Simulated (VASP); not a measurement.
# HfSi2B4 (F-43m) in VASP: a series of runs

The runs below take HfSi2B4 through relaxation of cell and atoms, with PBE.

All numbers are computed with VASP 6.6.1; they aren't measurements. Logs are shortened: lines on timing, memory, paths and dates and some standing lists are left out, and cuts for length are marked.

## (1) The crystal as given

Symmetry: F-43m, No. 216, cubic system. Conventional cell: a = 7.042 Å, b = 7.042 Å, c = 7.042 Å, α = 90.00°, β = 90.00°, γ = 90.00°. Around Hf (site symmetry -43m) lie 4 B at 1.88 Å. Si (site symmetry -43m) has 12 B at 2.88 Å and 4 Si at 3.05 Å as nearest neighbours. Around Si (site symmetry -43m) lie 12 B at 3.00 Å and 4 Hf at 3.05 Å and 4 Si at 3.05 Å. B (site symmetry 3m) is surrounded by 1 Hf at 1.88 Å and 3 B at 1.90 Å.

The cell was built by a generator and needn't be a form met in nature.

## (2) Relaxation of cell and atoms, PBE

Contents of INCAR:

```
PREC     = Normal         # precision mode
ENCUT    = 520            # plane-wave cutoff, eV
EDIFF    = 1E-4           # SCF threshold, eV
ISMEAR   = 0              # smearing method
SIGMA    = 0.15           # smearing width, eV
LREAL    = F              # projectors in reciprocal space
LASPH    = T              # aspherical terms in the spheres
NELM     = 60             # most SCF steps
ALGO     = Fast           # electronic algorithm
ISIF     = 3              # what is computed and relaxed
LWAVE    = F              # write WAVECAR
LCHARG   = F              # write CHGCAR
GGA      = PE             # functional
IBRION   = 2              # ionic algorithm
NSW      = 24             # ionic steps
EDIFFG   = -0.08          # ionic threshold
KPAR     = 4
```

Contents of KPOINTS:

```
regular mesh
0
Gamma
  4 4 4
```

Contents of POSCAR:

```
HfSi2B4
1.0
    0.0000000000      3.5207859200      3.5207859200
    3.5207859200      0.0000000000      3.5207859200
    3.5207859200      3.5207859200      0.0000000000
Hf Si B
1 2 4
Direct
    0.5000000000      0.5000000000      0.5000000000
    0.0000000000      0.0000000000      0.0000000000
    0.7500000000      0.7500000000      0.7500000000
    0.3455379900      0.9633860300      0.3455379900
    0.3455379900      0.3455379900      0.3455379900
    0.9633860300      0.3455379900      0.3455379900
    0.3455379900      0.3455379900      0.9633860300
```

Potentials or basis: VASP PAW PBE potentials, release 64 (Hf_pv, Si, B).

Command:

```bash
$ cat potpaw_PBE.64/Hf_pv/POTCAR potpaw_PBE.64/Si/POTCAR potpaw_PBE.64/B/POTCAR > POTCAR
$ mpirun -np 4 vasp_std > vasp.out
```

OUTCAR:

```text
PREC = Normal
   ENCUT = 520
   EDIFF = 1E-4
   ISMEAR = 0
   LREAL = F
   LASPH = T
   NELM = 60
   ISIF = 3
   GGA = PE
   IBRION = 2
   NSW = 24
   EDIFFG = -0.08

 ion  position               nearest neighbor table
   1  0.500  0.500  0.500-   4 1.88   6 1.88   7 1.88   5 1.88   3 3.05   3 3.05   3 3.05   3 3.05

   2  0.000  0.000  0.000-   3 3.05   3 3.05   3 3.05   3 3.05
   3  0.750  0.750  0.750-   1 3.05   1 3.05   1 3.05   1 3.05   2 3.05   2 3.05   2 3.05   2 3.05

   4  0.346  0.963  0.346-   1 1.88   5 1.90   6 1.90   7 1.90
   5  0.346  0.346  0.346-   1 1.88   4 1.90   6 1.90   7 1.90
   6  0.963  0.346  0.346-   1 1.88   4 1.90   5 1.90   7 1.90
   7  0.346  0.346  0.963-   1 1.88   4 1.90   5 1.90   6 1.90

  LATTYP: Found a face centered cubic cell.
 ALAT       =     7.0415718400

  Lattice vectors:

 A1 = (   0.0000000000,   3.5207859200,   3.5207859200)
 A2 = (   3.5207859200,   0.0000000000,   3.5207859200)
 A3 = (   3.5207859200,   3.5207859200,   0.0000000000)

Analysis of symmetry for initial positions (statically):
=====================================================================
 Subroutine PRICEL returns:
 Original cell was already a primitive cell.

 Routine SETGRP: Setting up the symmetry group for a
 face centered cubic supercell.

 Subroutine GETGRP returns: Found 24 space group operations
 (whereof 24 operations were pure point group operations)
 out of a pool of 48 trial point group operations.

The static configuration has the point symmetry T_d .

Analysis of symmetry for dynamics (positions and initial velocities):
=====================================================================
 Subroutine PRICEL returns:
 Original cell was already a primitive cell.

 Routine SETGRP: Setting up the symmetry group for a
 face centered cubic supercell.

 Subroutine GETGRP returns: Found 24 space group operations
 (whereof 24 operations were pure point group operations)
 out of a pool of 48 trial point group operations.

The dynamic configuration has the point symmetry T_d .

 Subroutine INISYM returns: Found 24 space group operations
 (whereof 24 operations are pure point group operations),
 and found     1 'primitive' translations

----------------------------------------------------------------------------------------

                                     Primitive cell

  volume of cell :      87.2869

  direct lattice vectors                    reciprocal lattice vectors
     0.000000000  3.520785920  3.520785920    -0.142013747  0.142013747  0.142013747
     3.520785920  0.000000000  3.520785920     0.142013747 -0.142013747  0.142013747
     3.520785920  3.520785920  0.000000000     0.142013747  0.142013747 -0.142013747

  length of vectors
     4.979143198  4.979143198  4.979143198     0.245975025  0.245975025  0.245975025

  position of ions in fractional coordinates (direct lattice)
     0.500000000  0.500000000  0.500000000
     0.000000000  0.000000000  0.000000000
     0.750000000  0.750000000  0.750000000
     0.345537990  0.963386030  0.345537990
     0.345537990  0.345537990  0.345537990
     0.963386030  0.345537990  0.345537990
     0.345537990  0.345537990  0.963386030

  ion indices of the primitive-cell ions
   primitive index   ion index
                 1           1
                 2           2
                 3           3
                 4           4
                 5           5
                 6           6
                 7           7

----------------------------------------------------------------------------------------

 KPOINTS: regular mesh

Automatic generation of k-mesh.
 Grid dimensions read from file:
 generate k-points for:    4    4    4

 Generating k-lattice:

  Cartesian coordinates                     Fractional coordinates (reciprocal lattice)
    -0.035503437  0.035503437  0.035503437     0.250000000  0.000000000  0.000000000
     0.035503437 -0.035503437  0.035503437     0.000000000  0.250000000  0.000000000
     0.035503437  0.035503437 -0.035503437     0.000000000  0.000000000  0.250000000

  Length of vectors
     0.061493756  0.061493756  0.061493756

  Shift w.r.t. Gamma in fractional coordinates (k-lattice)
     0.000000000  0.000000000  0.000000000

 Subroutine IBZKPT returns following result:
 ===========================================

 Found      8 irreducible k-points:

 Following reciprocal coordinates:
            Coordinates               Weight
  0.000000  0.000000  0.000000      1.000000
  0.250000  0.000000  0.000000      8.000000
  0.500000  0.000000  0.000000      4.000000
  0.250000  0.250000  0.000000      6.000000
  0.500000  0.250000  0.000000     24.000000
 -0.250000  0.250000  0.000000     12.000000
  0.500000  0.500000  0.000000      3.000000
 -0.250000  0.500000  0.250000      6.000000
   k-points           NKPTS =      8   k-points in BZ     NKDIM =      8   number of bands    NBANDS=     19
   number of dos      NEDOS =    301   number of ions     NIONS =      7
   total plane-waves  NPLWV =  21952
   dimension x,y,z NGX =    28 NGY =   28 NGZ =   28
   dimension x,y,z NGXF=    56 NGYF=   56 NGZF=   56
   ions per type =               1   2   4
   NGX,Y,Z   is equivalent  to a cutoff of   9.35,  9.35,  9.35 a.u.
   NGXF,Y,Z  is equivalent  to a cutoff of  18.70, 18.70, 18.70 a.u.
 SYSTEM =  unknown system
   PREC   = normal    normal or accurate (medium, high low for compatibility)
   ISTART =      0    job   : 0-new  1-cont  2-samecut
   ICHARG =      2    charge: 1-file 2-atom 10-const
   ISPIN  =      1    spin polarized calculation?
   LNONCOLLINEAR =      F non collinear calculations
   LSORBIT =      F    spin-orbit coupling
   LASPH  =      T    aspherical Exc in radial PAW
   ENCUT  =  520.0 eV  38.22 Ry    6.18 a.u.   9.26  9.26  9.26*2*pi/ulx,y,z
   NELM   =     60;   NELMIN=  2; NELMDL= -5     # of ELM steps
   EDIFF  = 0.1E-03   stopping-criterion for ELM
   LREAL  =      F    real-space projection
   EDIFFG = -.8E-01   stopping-criterion for IOM
   NSW    =     24    number of steps for IOM
   IBRION =      2    ionic relax: 0-MD 1-quasi-New 2-CG
   NFREE  =      1    steps in history (QN), initial steepest desc. (CG)
   ISIF   =      3    stress and relaxation
   ISYM   =      2    0-nonsym 1-usesym 2-fastsym
   POTIM  = 0.5000    time-step for ionic-motion
   TEBEG  =    0.0;   TEEND  =   0.0 temperature during run
   PSTRESS=    0.0 pullay stress
   NELECT =      30.0000    total number of electrons
   NUPDOWN=      -1.0000    fix difference up-down
   EMIN   =  10.00;   EMAX   =-10.00  energy-range for DOS
   EFERMI =   0.00;   METHOD = LEGACY
   ISMEAR =     0;   SIGMA  =   0.15  broadening in eV -4-tet -1-fermi 0-gaus
   EFERMI_NEDOS =   21; number of points for ismear=-14 and -15
   IALGO  =     68    algorithm
   IMIX   =      4    mixing-type and parameters
     AMIX     =   0.40;   BMIX     =  1.00
     AMIX_MAG =   1.60;   BMIX_MAG =  1.00
  volume/ion in A,a.u.               =      12.47        84.15
  Fermi-wavevector in a.u.,A,eV,Ry     =   1.146742  2.167028 17.891888  1.315017
  Thomas-Fermi vector in A             =   2.283425
   LORBIT       =      0    0 simple, 1 ext, 2 COOP (PROOUT), +10 PAW based schemes
   GGA     = PE    functional components
   LHFCALC =     F    Hartree Fock is set to
   AEXX    =    0.0000 exact exchange contribution
   IVDW    =     0    specifies the selected vdW correction
   LEPSILON=     F    determine dielectric tensor
   LRPA    =     F    only Hartree local field effects (RPA)
 conjugate gradient relaxation of ions
 non-spin polarized calculation
 RMM-DIIS sequential band-by-band and
 Gauss-broadening in eV      SIGMA  =   0.15
  energy-cutoff  :      520.00
  volume of cell :       87.29
 maximum number of plane-waves:      2397
   NGX = 19   NGY = 19   NGZ = 19

--------------------------------------- Ionic step        1  -------------------------------------------

 number of electron      30.0000009 magnetization

 Free energy of the ion-electron system (eV)
  ---------------------------------------------------
  ext. energy  EPLUGINS =         0.00000000
  ---------------------------------------------------
  free energy    TOTEN  =       -34.03187164 eV

  energy without entropy =      -34.02097136  energy(sigma->0) =      -34.02642150

------------------------ aborting loop because EDIFF is reached ----------------------------------------

  FORCE on cell =-STRESS in cart. coord.  units (eV):
  Direction    XX          YY          ZZ          XY          YZ          ZX
  --------------------------------------------------------------------------------------
  -------------------------------------------------------------------------------------
  Total       15.7587827     15.7587827     15.7587827     -0.0000000      0.0000000     -0.0000000
  in kB      289.2573458    289.2573458    289.2573458     -0.0000000      0.0000000     -0.0000000
  external PRESSURE =     289.2573458 kB  Pullay stress =       0.0000000 kB
[... 149 lines left out ...]
  energy  without entropy=      -38.9736658988  energy(sigma->0) =      -38.98281964

--------------------------------------- Ionic step        5  -------------------------------------------

 number of electron      29.9999993 magnetization

 E-fermi :   3.7892     XC(G=0):  -9.9729

 val. band max:        3.6424392792   @ k =  -0.2500   0.2500   0.0000
 cond. band min:       3.8851807894   @ k =  -0.2500   0.5000   0.2500
 fundamental gap:      0.2427415102
 Fermi energy:         3.7891965998

 k-point     1 :       0.0000    0.0000    0.0000
  band No.  band energies     occupation
      1     -25.6967      2.00000
      2     -25.6967      2.00000
      3     -25.6967      2.00000
      4      -8.6218      2.00000
      5      -4.3773      2.00000
      6      -1.1841      2.00000
[... 11 lines left out ...]
     18       3.8984      0.30332
     19       5.9596      0.00000
[... 272 lines left out ...]
  energy  without entropy=      -39.2692701376  energy(sigma->0) =      -39.28002569

--------------------------------------- Ionic step        8  -------------------------------------------

 number of electron      30.0000006 magnetization

 Free energy of the ion-electron system (eV)
  ---------------------------------------------------
  ext. energy  EPLUGINS =         0.00000000
  ---------------------------------------------------
  free energy    TOTEN  =       -39.29474047 eV

  energy without entropy =      -39.27506829  energy(sigma->0) =      -39.28490438

 E-fermi :   4.0180     XC(G=0): -10.0981

 val. band max:        3.8810146697   @ k =  -0.2500   0.2500   0.0000
 cond. band min:       4.0984550013   @ k =  -0.2500   0.5000   0.2500
 fundamental gap:      0.2174403316
 Fermi energy:         4.0179723508

 k-point     1 :       0.0000    0.0000    0.0000
  band No.  band energies     occupation
      1     -25.4081      2.00000
      2     -25.4081      2.00000
      3     -25.4081      2.00000
      4      -8.7885      2.00000
      5      -4.3247      2.00000
      6      -1.0903      2.00000
[... 11 lines left out ...]
     18       4.2119      0.06755
     19       6.2242      0.00000
[... 186 lines left out ...]
  FREE ENERGIE OF THE ION-ELECTRON SYSTEM (eV)
  ---------------------------------------------------
  free  energy   TOTEN  =       -39.2947404652 eV

  energy  without entropy=      -39.2750682874  energy(sigma->0) =      -39.28490438

 reached required accuracy - stopping structural energy minimisation
```

Wall time 34 s (4 MPI ranks of Intel Xeon Platinum 8488C (Sapphire Rapids), shared host); peak memory 0.17 GiB.

Results:

- Free energy: -39.2947 eV
- Relaxed volume: 15.38 Å³/atom
- Relaxed cell: a = 5.339 Å, b = 5.339 Å, c = 5.339 Å, α = 60.00°, β = 60.00°, γ = 60.00°
- Space group after relaxing (to 0.05 Å): F-43m (No. 216)
- Energy gained by relaxing: 751.8 meV/atom
- Ionic steps: 8
- Pressure after relaxing: -0.1 GPa
- Largest force after relaxing: 0.017 eV/Å
- Band gap on the k mesh: none (metal or under the smearing width)

Forces on the atoms (eV/Å):
```
Hf   0.000  0.000  0.000
Si   0.000  0.000  0.000
Si   0.000  0.000  0.000
B    0.010 -0.010  0.010
B   -0.010 -0.010 -0.010
B   -0.010  0.010  0.010
B    0.010  0.010 -0.010
```

Step by step:
```tsv
step	energy change (eV)	largest force (eV/Å)	pressure (GPa)	volume (Å³)
1	0.0000	9.7005	28.93	87.29
2	9.8421	35.8175	34.37	118.93
3	-4.8480	2.9754	9.56	99.93
4	-4.9601	1.1901	10.22	98.16
5	-5.1839	1.0056	-3.38	111.34
6	-5.2543	0.4105	0.55	106.67
7	-5.2589	0.2560	-0.43	108.31
8	-5.2629	0.0165	-0.09	107.64
```

Final structure:
```
Hf Si B
1.0
     0.00000    3.77556    3.77556
     3.77556    0.00000    3.77556
     3.77556    3.77556    0.00000
Hf Si B
1 2 4
Direct
  0.50000 0.50000 0.50000
  0.00000 0.00000 0.00000
  0.75000 0.75000 0.75000
  0.33000 0.01000 0.33000
  0.33000 0.33000 0.33000
  0.01000 0.33000 0.33000
  0.33000 0.33000 0.01000
```

Caveat: the k mesh is coarse (spacing up to 0.39 Å⁻¹), so the values aren't converged; the volume moved by over 15 % at a fixed basis, so the end points are rough; the relaxation stopped at a loose force limit of 0.08 eV/Å, so its end isn't a converged minimum. Spin-orbit coupling is left out, which matters for the levels of Hf.

## (3) Relaxation of cell and atoms, PBE

This run uses another cell than the first one, of 10.39 Å³/atom, 0.834 times its volume.

INCAR is that of step 2.

Contents of KPOINTS:

```
regular mesh
0
Gamma
  5 5 5
```

Contents of POSCAR:

```
HfSi2B4
1.0
   -2.8302624900      2.8302624900      2.2707908400
    2.8302624900     -2.8302624900      2.2707908400
    2.8302624900      2.8302624900     -2.2707908400
Hf Si B
1 2 4
Direct
    0.0000000000      0.0000000000      0.0000000000
    0.7500000000      0.2500000000      0.5000000000
    0.2500000000      0.7500000000      0.5000000000
    0.3030583800      0.3030583800      0.6061167700
    0.6969416200      0.6969416200      0.3938832300
    0.3030583800      0.6969416200      0.0000000000
    0.6969416200      0.3030583800      0.0000000000
```

Potentials or basis: VASP PAW PBE potentials, release 64 (Hf_pv, Si, B).

Command:

```bash
$ cat potpaw_PBE.64/Hf_pv/POTCAR potpaw_PBE.64/Si/POTCAR potpaw_PBE.64/B/POTCAR > POTCAR
$ mpirun -np 4 vasp_std > vasp.out
```

Run time: 42 s. Hardware: 4 MPI ranks of Intel Xeon Platinum 8488C (Sapphire Rapids), shared host; peak memory 0.19 GiB.

The run converged. Its results:

- Free energy: -44.6491 eV
- Relaxed volume: 9.80 Å³/atom
- Relaxed cell: a = 4.479 Å, b = 4.479 Å, c = 4.479 Å, α = 106.50°, β = 106.50°, γ = 115.58°
- Space group after relaxing (to 0.05 Å): I4/mmm (No. 139)
- Energy gained by relaxing: 321.1 meV/atom
- Ionic steps: 14
- Pressure after relaxing: 0.3 GPa
- Largest force after relaxing: 0.025 eV/Å
- Band gap on the k mesh: none (metal or under the smearing width)

Forces in eV/Å, atoms in the order of the input:
```
Hf   0.000  0.000  0.000
Si   0.000  0.000  0.000
Si   0.000  0.000  0.000
B   -0.018 -0.018  0.000
B    0.018  0.018  0.000
B    0.018 -0.018  0.000
B   -0.018  0.018  0.000
```

Stress tensor (GPa, compression positive):
```
 0.59  0.00  0.00
 0.00  0.59  0.00
 0.00  0.00 -0.14
```

Step by step:
```csv
step,energy change (eV),largest force (eV/Å),pressure (GPa),volume (Å³)
1,0.0000,1.9122,-6.87,72.76
2,-1.0550,2.4641,-0.80,68.14
3,2.1277,8.5427,79.21,55.12
4,-1.2718,2.5001,4.93,65.91
5,-1.5806,0.3001,28.16,60.41
6,-1.6702,1.6367,16.93,62.55
7,-2.0538,0.1788,14.32,63.99
8,-2.0572,0.4108,14.28,64.14
9,-2.2299,0.0203,3.82,67.20
10,-2.2451,0.1848,-0.05,68.56
11,-2.2451,0.1721,0.04,68.47
12,-2.2450,0.1611,0.29,68.38
13,-2.2468,0.0813,0.42,68.47
14,-2.2476,0.0248,0.35,68.59
```

Final structure:
```
CELL_PARAMETERS angstrom
-2.68002 2.68002 2.38746
2.68002 -2.68002 2.38746
2.68002 2.68002 -2.38746
ATOMIC_POSITIONS crystal
Hf 0.00000 0.00000 0.00000
Si 0.75000 0.25000 0.50000
Si 0.25000 0.75000 0.50000
B 0.33678 0.33678 0.67356
B 0.66322 0.66322 0.32644
B 0.33678 0.66322 0.00000
B 0.66322 0.33678 0.00000
```

Levels at points of the mesh, in eV from the Fermi level:
| k point | band 12 | band 13 | band 14 | band 15 | band 16 | band 17 | band 18 | band 19 |
| --- | --- | --- | --- | --- | --- | --- | --- | --- |
| (0.00, 0.00, 0.00) | -4.48 | -2.57 | -2.57 | -2.48 | -0.62 | 0.05 | 3.43 | 3.43 |

Caveat: the relaxation stopped at a loose force limit of 0.08 eV/Å, so its end isn't a converged minimum.
